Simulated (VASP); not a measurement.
All values below come from LDA (Ceperley-Alder, Perdew-Zunger), VASP's LDA PAW potentials (set 64) (plane waves; VASP).

Input for VASP

**INCAR**
```
SYSTEM = InBi
PREC = Accurate
ENCUT = 400
EDIFF = 1E-8
NELM = 100
ALGO = Normal
LREAL = .FALSE.
LASPH = .TRUE.
ISMEAR = 1
SIGMA = 0.1
LMAXMIX = 4
LWAVE = .FALSE.
LCHARG = .FALSE.
IBRION = 1
ISIF = 2
NSW = 30
EDIFFG = -0.001
```

File POSCAR:
```
InBi
1.0
  0.0000000000   3.3226334627   3.3226334627
  3.3226334627   0.0000000000   3.3226334627
  3.3226334627   3.3226334627   0.0000000000
In Bi
1 1
Cart
  6.6452669254   6.6452669254   6.6452669254
  1.6613167313   1.6613167313   1.6613167313
```

KPOINTS:
```
Automatic mesh
0
Gamma
9 9 9
0 0 0
```

POTCAR, in this order: In_d Bi_d (LDA.64 set). Program: vasp_std.

Unless said otherwise, spin-orbit coupling is left out, though it shifts the bands of the heavy elements here.

### Question
Estimate the energy per atom (σ→0), band gap (on the k-mesh).

### Answer

```json
{
  "energy per atom (σ→0)": "-3.848 eV/atom",
  "band gap (on the k-mesh)": "none (metal, semimetal or under 0.01 eV)"
}
```

### OSZICAR
```
...
DAV:   8    -0.769548103967E+01    0.10762E-02   -0.65288E-03  1564   0.115E+00    0.138E-01
DAV:   9    -0.769553625487E+01   -0.55215E-04   -0.46811E-04  1752   0.238E-01    0.444E-02
DAV:  10    -0.769553705844E+01   -0.80357E-06   -0.34225E-05  1684   0.678E-02    0.133E-02
DAV:  11    -0.769553954777E+01   -0.24893E-05   -0.36109E-06  1588   0.199E-02    0.589E-03
DAV:  12    -0.769553960448E+01   -0.56711E-07   -0.33599E-07  1532   0.660E-03    0.271E-03
DAV:  13    -0.769553962808E+01   -0.23603E-07   -0.82837E-08  1352   0.292E-03    0.523E-04
DAV:  14    -0.769553962696E+01    0.11200E-08   -0.55602E-09   740   0.894E-04
   1 F= -.76955396E+01 E0= -.76953866E+01  d E =-.769554E+01
```

The structure comes from a computed database's InBi entry (F-43m); how it stands against other phases isn't given here. It was relaxed first, which changed the volume by -5 %. The start is the result of an earlier pass.
